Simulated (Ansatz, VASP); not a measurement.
## Cross-check of AlNi3 between VASP and Ansatz

Wanted: the spread between two codes on one cell, functional and k mesh. The cell comes out of the VASP series on this material, whose earlier steps may have relaxed, scaled or displaced it; both programs get it as it stands.

Main program and level: Ansatz 0.2.0; plane waves, with VASP 6.6.1 beside it; single point at PBEsol and band structure at PBEsol.

### Step 1. The starting structure

Symmetry: Pm-3m, No. 221, cubic system. Conventional cell: a = 3.523 Å, b = 3.523 Å, c = 3.523 Å, α = 90.00°, β = 90.00°, γ = 90.00°. Nearest to Al lie 12 Ni at 2.49 Å. Nearest to Ni lie 4 Al at 2.49 Å and 8 Ni at 2.49 Å. Ni has 4 Al at 2.49 Å and 8 Ni at 2.49 Å nearest. Farther neighbours are not listed.

### Step 2. Ansatz: single point, PBEsol

Ansatz runs on its default PAW (the set named soft_2) files.

A single point gives forces, pressure and levels at one fixed geometry, so differences don't come from the geometry; what else differs is listed under the comparison.

The input, input.yaml:

```yaml
crystal:
  lattice:
    - [7.0461094534, 0.0, 0.0]
    - [3.5230547267, 3.5230547267, 0.0]
    - [0.0, 0.0, 3.5230547267]
  atoms:
    - { symbol: Al, position: [0.0, 0.0, 0.0] }
    - { symbol: Al, position: [0.5, 0.0, 0.0] }
    - { symbol: Ni, position: [0.75, 0.5, 0.5], spin: 1.0 }
    - { symbol: Ni, position: [0.25, 0.5, 0.5], spin: -1.0 }
    - { symbol: Ni, position: [0.25, 0.0, 0.5], spin: 1.0 }
    - { symbol: Ni, position: [0.75, 0.0, 0.5], spin: -1.0 }
    - { symbol: Ni, position: [0.0, 0.5, 0.0], spin: 1.0 }
    - { symbol: Ni, position: [0.5, 0.5, 0.0], spin: -1.0 }
hamiltonian:
  xc: pbesol
  pseudopotentials: { kind: paw }
magnetization:
  spin_polarized: true
kpoints:
  mp_grid: { grid: [6, 6, 6] }
scf:
  occupations: { method: methfessel_paxton, width: 0.2 }
  n_extra_bands: 11
output:
  forces: true
  stress: true
  eigenvalues: true
```

Run with:

```bash
ansatz run input.yaml --threads 4 --pin off --max-ram 9216MiB --backend cpu --events-out ev --progress --plain --runs-dir out
```

Numbers of over 12 decimals in the logs are rounded to 6 here.

The program printed:

```text
scf.n_extra_bands = 11 over 57 filled bands (N_el = 114.0): the run solves 68 bands
Engine: ansatz 0.2.0, x86_64-unknown-linux-gnu
Pseudopotentials: kind: paw
Pseudopotential: Al, paw, valence charge 3, recommended cutoff 420 eV (normal), Al.paw.azcp
Pseudopotential: Ni, paw, valence charge 18, recommended cutoff 420 eV (normal), Ni.paw.azcp
Functional definition: PBEsol
  exchange = pbesol_x
  correlation = pbesol_c
Crystal: 8 atoms, lattice volume = 87.456 Å³
Basis set: ecut = 420 eV, 1719 PW (Γ), exchange–correlation on 96×72×48 points (8 copies of the dense FFT grid, shifted against one another)
Bands: 68, of which v1, the nominal top of the filled ones, is band 57 counted from 1 (56 counted from 0)
Symmetry: 4 space group operations
Space group: Pmm2 (ITA 25), of the structure as read, at distance tolerance 4.4e-5 Å
Magnetic group: BNS 25.64 (UNI 162), of the structure as read, at distance tolerance 4.4e-5 Å
k-points: 64 of 216 (time reversal used)
Non-local potential: Al, projectors of the file, l = 0: 2, l = 1: 2, l = 2: 1
Non-local potential: Ni, projectors of the file, l = 0: 3, l = 1: 2, l = 2: 3, l = 3: 1
PAW form: soft (Blöchl's): semilocal exchange-correlation on the pseudo side does not see the compensation charge
PAW frozen core: Al, regenerated for the run's functional, and the local potential with it (the file was generated under x = pbe(κ = 0.804, μ = 0.219515), c = pbe(β = 0.066725))
PAW frozen core: Ni, regenerated for the run's functional, and the local potential with it (the file was generated under x = pbe(κ = 0.804, μ = 0.219515), c = pbe(β = 0.066725))
PAW one-centre angular grid: Al, 110 points (default); XC on 64 Gauss nodes
PAW one-centre angular grid: Ni, 590 points (default); XC on 64 Gauss nodes
Initial density: superposition of atomic densities (chi_scale 0.1, normalization cell)
Starting moments: Σ|m| = 6 μB on 6 of 8 sites
Starting magnetic order: antiferromagnet; a translation exchanges its spin sublattices: spin-degenerate at every k-point
Initial wavefunctions: pseudopotential atomic-orbital guess
Functional: x = pbesol(κ = 0.804, μ = 0.123457), c = pbesol(β = 0.046)
SCF iter   1: F=—  HF=-35877.814671 eV  |F-HF|=—  |Δ(HF+E_count)|=         —  Δρ=1.08e-1 (↑1.08e-1 ↓1.08e-1)  dr2=5.12e0  dr2_m=7.22e0  M=0.000 μB ∫|m|=1.308 μB  β_m=0.30  ethr=3.10e-3  ⟨swp⟩=5.1  Hψ=13618  notcnv=0  defer=15
Mixer restart at iter 1: flushing history
preconditioner: auto → Kerker (q_TF=auto, 2.852 Å⁻¹)  [metal: Δε(μ)=0.002 eV  Ē_g=6.403 eV  σ=0.200 eV  W_gap=0.01  n_scr=38 (ndim 8)  ℏωp=32.3 eV  f_vac=0.000  D(μ)=8.30/eV (n_scr^D=104)]
spin=Collinear: Kerker preconditioning applied to the charge; magnetization (m = ρ↑ − ρ↓) channel mixes plain (no charge-response kernel on spin).
SCF iter   2: F=—  HF=-35876.023228 eV  |F-HF|=—  |Δ(HF+E_count)|=    1.79e0  Δρ=7.47e-2 (↑7.47e-2 ↓7.47e-2)  dr2=6.96e-1  dr2_m=4.20e0  M=0.000 μB ∫|m|=1.044 μB  β_m=0.47  ethr=3.10e-3  ⟨swp⟩=2.0  Hψ=7182  notcnv=0  defer=218
SCF iter   3: F=—  HF=-35879.794138 eV  |F-HF|=—  |Δ(HF+E_count)|=    3.77e0  Δρ=4.85e-2 (↑4.85e-2 ↓4.85e-2)  dr2=6.76e-1  dr2_m=1.75e0  M=0.000 μB ∫|m|=0.646 μB  β_m=0.73  ethr=6.11e-4  ⟨swp⟩=2.1  Hψ=7020  notcnv=0  defer=218
SCF iter   4: F=—  HF=-35882.683662 eV  |F-HF|=—  |Δ(HF+E_count)|=    2.89e0  Δρ=2.91e-2 (↑2.91e-2 ↓2.91e-2)  dr2=1.76e0  dr2_m=1.33e-1  M=0.000 μB ∫|m|=0.166 μB  β_m=0.74  ethr=5.93e-4  ⟨swp⟩=2.0  Hψ=7044  notcnv=0  defer=249
SCF iter   5: F=—  HF=-35882.564976 eV  |F-HF|=—  |Δ(HF+E_count)|=   1.19e-1  Δρ=4.58e-3 (↑4.58e-3 ↓4.58e-3)  dr2=4.35e-2  dr2_m=3.16e-4  M=0.000 μB ∫|m|=0.011 μB  β_m=0.87  ethr=5.93e-4  ⟨swp⟩=2.8  Hψ=8269  notcnv=0  defer=252
SCF iter   6: F=—  HF=-35882.569610 eV  |F-HF|=—  |Δ(HF+E_count)|=   4.63e-3  Δρ=2.97e-3 (↑2.97e-3 ↓2.97e-3)  dr2=2.32e-2  dr2_m=4.75e-4  M=0.000 μB ∫|m|=0.014 μB  β_m=0.78  ethr=3.81e-5  ⟨swp⟩=2.0  Hψ=7076  notcnv=0  defer=251
SCF iter   7: F=—  HF=-35882.567363 eV  |F-HF|=—  |Δ(HF+E_count)|=   2.25e-3  Δρ=2.74e-3 (↑2.74e-3 ↓2.74e-3)  dr2=1.72e-2  dr2_m=2.05e-4  M=0.000 μB ∫|m|=0.009 μB  β_m=0.60  ethr=2.04e-5  ⟨swp⟩=2.0  Hψ=7753  notcnv=0  defer=251
SCF iter   8: F=—  HF=-35882.564481 eV  |F-HF|=—  |Δ(HF+E_count)|=   2.88e-3  Δρ=7.39e-4 (↑7.39e-4 ↓7.39e-4)  dr2=1.29e-3  dr2_m=1.20e-5  M=0.000 μB ∫|m|=0.003 μB  β_m=0.80  ethr=1.51e-5  ⟨swp⟩=2.0  Hψ=5370  notcnv=0  defer=251
SCF iter   9: F=—  HF=-35882.564230 eV  |F-HF|=—  |Δ(HF+E_count)|=   2.51e-4  Δρ=1.16e-4 (↑1.16e-4 ↓1.16e-4)  dr2=3.30e-5  dr2_m=4.38e-8  M=0.000 μB ∫|m|=0.000 μB  β_m=0.89  ethr=1.13e-6  ⟨swp⟩=2.1  Hψ=6426  notcnv=0  defer=251
[...]
iteration 11: the input's own smearing fills from here on; a Gaussian of 0.2 eV has filled iterations ahead of it
[...]
SCF 1 converged in 16 iterations: F = -35882.469017 eV  dr2 = 9.28e-8
  greatest PAW one-centre occupation: 1.001 electrons in one spin orbital (limit 2), on the Ni atom at site 3 (counted from 0), in its partial waves of l = 1
Initial density: read from a saved state, or passed on in memory by an earlier SCF of this step, an earlier step, the calling program or the single point that the run made first
[...]
spin=Collinear: Kerker preconditioning applied to the charge; magnetization (m = ρ↑ − ρ↓) channel mixes plain (no charge-response kernel on spin).
[...]
SCF iter   3: F=—  HF=-35882.488536 eV  |F-HF|=—  |Δ(HF+E_count)|=   5.95e-4  S|Δr|=    0.00e0  Δρ=1.39e-3 (↑1.33e-3 ↓1.39e-3)  dr2=2.58e-3  dr2_m=7.00e-4  M=1.387 μB ∫|m|=1.706 μB  β_m=0.25  ethr=9.05e-9  ⟨swp⟩=3.0  Hψ=18670  notcnv=0
SCF iter   4: F=—  HF=-35882.488602 eV  |F-HF|=—  |Δ(HF+E_count)|=   6.61e-5  S|Δr|=    0.00e0  Δρ=2.79e-4 (↑2.70e-4 ↓2.79e-4)  dr2=2.81e-5  dr2_m=4.22e-5  M=1.430 μB ∫|m|=1.766 μB  β_m=0.41  ethr=9.05e-9  ⟨swp⟩=3.0  Hψ=19100  notcnv=0
SCF iter   5: F=—  HF=-35882.488612 eV  |F-HF|=—  |Δ(HF+E_count)|=   9.83e-6  S|Δr|=    0.00e0  Δρ=1.52e-4 (↑1.02e-4 ↓1.52e-4)  dr2=9.67e-6  dr2_m=7.63e-6  M=1.437 μB ∫|m|=1.779 μB  β_m=0.65  ethr=9.05e-9  ⟨swp⟩=2.0  Hψ=13551  notcnv=0
SCF iter   6: F=—  HF=-35882.488624 eV  |F-HF|=—  |Δ(HF+E_count)|=   1.23e-5  S|Δr|=    0.00e0  Δρ=1.37e-4 (↑1.37e-4 ↓9.55e-5)  dr2=2.37e-5  dr2_m=8.04e-7  M=1.434 μB ∫|m|=1.778 μB  β_m=0.49  ethr=8.48e-9  ⟨swp⟩=2.0  Hψ=13911  notcnv=0
SCF iter   7: F=—  HF=-35882.488621 eV  |F-HF|=—  |Δ(HF+E_count)|=   3.24e-6  S|Δr|=    0.00e0  Δρ=3.17e-5 (↑3.17e-5 ↓2.47e-5)  dr2=3.11e-7  dr2_m=5.12e-7  M=1.434 μB ∫|m|=1.779 μB  β_m=0.71  ethr=8.48e-9  ⟨swp⟩=2.1  Hψ=13530  notcnv=0
SCF iter   8: F=—  HF=-35882.488622 eV  |F-HF|=—  |Δ(HF+E_count)|=   5.29e-7  S|Δr|=    0.00e0  Δρ=5.54e-5 (↑3.35e-5 ↓5.54e-5)  dr2=5.13e-6  dr2_m=2.54e-7  M=1.435 μB ∫|m|=1.781 μB  β_m=0.71  ethr=2.73e-10  ⟨swp⟩=2.0  Hψ=15578  notcnv=0
SCF iter   9: F=—  HF=-35882.488621 eV  |F-HF|=—  |Δ(HF+E_count)|=   2.61e-7  S|Δr|=    0.00e0  Δρ=2.34e-5 (↑1.09e-5 ↓2.34e-5)  dr2=2.00e-7  dr2_m=1.98e-7  M=1.435 μB ∫|m|=1.782 μB  β_m=0.76  ethr=2.73e-10  ⟨swp⟩=2.6  Hψ=15156  notcnv=0
iter 10 did not close the SCF: its close was put off for a magnetic moment that had not settled (scf_convergence_deferred on its scf_iter line)
SCF iter  10: F=-35882.488621 eV  HF=-35882.488621 eV  |F-HF|=2.80e-9  |Δ(HF+E_count)|=   3.70e-8  S|Δr|=    0.00e0  Δρ=3.96e-6 (↑2.97e-6 ↓3.96e-6)  dr2=5.50e-9  dr2_m=8.59e-9  M=1.434 μB ∫|m|=1.780 μB  β_m=0.88  ethr=8.77e-11  ⟨swp⟩=2.3  Hψ=27366  notcnv=0
SCF iter  11: F=-35882.488621 eV  HF=-35882.488621 eV  |F-HF|=6.73e-8  |Δ(HF+E_count)|=   6.06e-9  S|Δr|=    0.00e0  Δρ=6.11e-6 (↑3.59e-6 ↓6.11e-6)  dr2=6.82e-8  dr2_m=1.40e-9  M=1.435 μB ∫|m|=1.781 μB  ethr=4.82e-12  ⟨swp⟩=1.9  Hψ=25085  notcnv=0
SCF 4 converged in 11 iterations: F = -35882.488621 eV  dr2 = 6.82e-8
  greatest PAW one-centre occupation: 1.001 electrons in one spin orbital (limit 2), on the Ni atom at site 4 (counted from 0), in its partial waves of l = 1
WARN: the starting moments were not kept: 3 of 6 ended reversed and 3 kept their direction, counting a site from 0.1 of the cell's largest site moment. The largest reversed, site 7 (counted from 0, in the order of the report's site_moments_mub), started with -1.0 μB and closes at +2.7e-1 μB in its sphere. The starting moments cancel, and the net magnetisation is 1.5e0 μB in size, over 0.1 of its absolute magnetisatio [...]
this state was not tested for a lower state beside it, because cold or Methfessel-Paxton smearing, or corrected tetrahedra, fill the levels in a way that the test cannot read (fill_not_monotonic; see scf.lower_state_search)
SCF converged after 11 iterations
Magnetization: 1.4345 μB (57.7173 up, 56.2827 down)
Absolute magnetization: 1.7816 μB (∫|ρ↑−ρ↓|, with the PAW one-centre terms)
Spin contamination: 0.0182 ħ² per cell (⟨S²⟩ above its minimum at these occupations)
Per-site moments (μB) at R_I (Å): [(-0.016391, 1.027610), (-0.016391, 1.027610), (0.263521, 1.027610), (0.263518, 1.027610), (0.263521, 1.027610), (0.263518, 1.027610), (0.267178, 1.027610), (0.267151, 1.027610)]
Free energy (F): -35882.488621 eV
Harris-Foulkes:  -35882.488621 eV  (|F-HF|=6.73e-8)
Internal energy: -35882.497124 eV  (E = F + TS)
E sigma→0 (E₀):  -35882.490747 eV
Entropy (-TS):   0.008502 eV (1.063 meV/atom)
Fermi energy:    16.298515 eV
Step filling:    the computed levels leave a gap of 0.0000 eV = 0.0 smearing widths at the electron count; against every level under it full and every level over it empty, smearing changes F+E_penalty+E_count by -0.063 meV and its σ→0 estimate by -2.188 meV
--- Per-component energies (eV) ---
  E_band       = -1811.295005
  E_kinetic    = 1759.823029
  E_local      = -23730.293389  (includes V_loc(G=0)·N_el)
  E_nonlocal   = 3839.227819
  E_hartree    = 10098.325807
  E_xc         = -592.488008
  E_vxc        = -723.204046  (∫ρ·V_xc dr)
  E_paw        = -10481.958559  (= ΣΔE_a)
  E_vpaw       = -3153.516330  (= ΣTr[D̂ρ^β])
  E_aug_tail   = 0.003249  (compensation charges beyond the density's cutoff)
  E_ewald      = -16776.359084
  E_core_change = 1.222011  (= ΣΔE_core)
  E_smearing   = 0.008502  (= −TS)
  E_closure    = 0.000000  (closes the sum)
  Σ components = -35882.488621   (vs F -35882.488621, Δ=0.00e0)
--- Forces (eV/Å), atoms counted from 1 ---
  atom   1  Al    -0.00000765    -0.00000765     0.00000000
  atom   2  Al     0.00000765     0.00000765     0.00000000
  atom   3  Ni    -0.00003028     0.00000000     0.00000000
  atom   4  Ni     0.00003027     0.00000001     0.00000000
  atom   5  Ni     0.00000000    -0.00003028     0.00000000
  atom   6  Ni     0.00000001     0.00003027     0.00000000
  atom   7  Ni     0.00000236     0.00000236     0.00000000
  atom   8  Ni    -0.00000235    -0.00000235     0.00000000
  max |Σ_I F_I| component: 5.44e-9 eV/Å
--- Stress (GPa, compression-positive) ---
       -0.612518       0.000000       0.000000
        0.000000      -0.612518       0.000000
        0.000000       0.000000      -0.880967
  P = ⅓ Tr σ = -0.7020 GPa (-7.020 kbar)
--- Band table (eV; the first three rows and the last of 128) ---
  k-point 0 ↑: bands = [... 53 lower, 16.0602, 16.2451, 16.2451, 16.2549, 17.1253, 17.1253, 17.1253, 17.1981, ... 7 higher]
  k-point 1 ↑: bands = [... 53 lower, 15.6863, 15.7505, 15.9343, 16.0838, 16.2552, 17.0263, 17.0263, 18.1279, ... 7 higher]
  k-point 2 ↑: bands = [... 53 lower, 15.5232, 15.6178, 15.8079, 15.9341, 16.2558, 16.4653, 16.4653, 19.8406, ... 7 higher]
  k-point 63 ↓: bands = [... 53 lower, 15.5411, 15.8388, 15.8388, 16.3429, 16.3429, 18.1735, 18.1735, 18.4787, ... 7 higher]
```

Run time: 2.8 min. Hardware: 4 threads of Intel Xeon Platinum 8488C (Sapphire Rapids), shared host; peak memory 2.6 GiB.

The run ends at a pressure of -0.70 GPa.

[end of part 1 of 3]

[Lines on the potential files, build, host, timing and source positions are cut from VASP's logs without a mark.]

[Logs are printed without paths, hosts, clocks, repeated set-up lines and the standing remarks that a program may print on its own settings, such as how far it seeks lower states.]

[Hosts, paths, dates, database ids (printed as entryN), source tags and the programs' standing remarks are cut or masked in the printed files.]
